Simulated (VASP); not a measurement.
The cell holds one Tc (hcp) (1 0 -1 0) slab, with vacuum along c, ions free to move until forces fall under 0.03 eV/Å, no reconstruction beyond this cell, dipole correction on.

Data:

```yaml
crystal:
  lattice:
    - [4.35706, 0.00000, 0.00000]
    - [0.00000, 2.71992, 0.00000]
    - [0.00000, 0.00000, 24.31213]
  atoms:
    - { symbol: Tc, position: [0.25000, 0.50000, 0.37214] }
    - { symbol: Tc, position: [0.75000, 0.00000, 0.34347] }
    - { symbol: Tc, position: [0.25000, 0.00000, 0.46664] }
    - { symbol: Tc, position: [0.75000, 0.50000, 0.43488] }
    - { symbol: Tc, position: [0.25000, 0.50000, 0.56512] }
    - { symbol: Tc, position: [0.75000, 0.00000, 0.53336] }
    - { symbol: Tc, position: [0.25000, 0.00000, 0.65653] }
    - { symbol: Tc, position: [0.75000, 0.50000, 0.62786] }
```

Level of theory: PBEsol GGA, VASP's PBE PAW potentials (set 64) (plane waves; VASP). Run with 400 eV cut-off, 7×10×1 Γ-centred mesh, first-order Methfessel-Paxton smearing of 0.10 eV, potentials Tc_pv.

Slab and bulk use different k-meshes, so the surface energy is good to a few per cent at best.

**Question.** Predict its surface energy, work function, band gap (on the k-mesh).

**Answer.** 
```yaml
surface_energy: 2.93 J/m²
work_function: 4.52 eV
band gap (on the k-mesh): none (metal, semimetal or under 0.01 eV)
```

The cell is a thin slab with vacuum, built from Tc (hcp): (100) face.
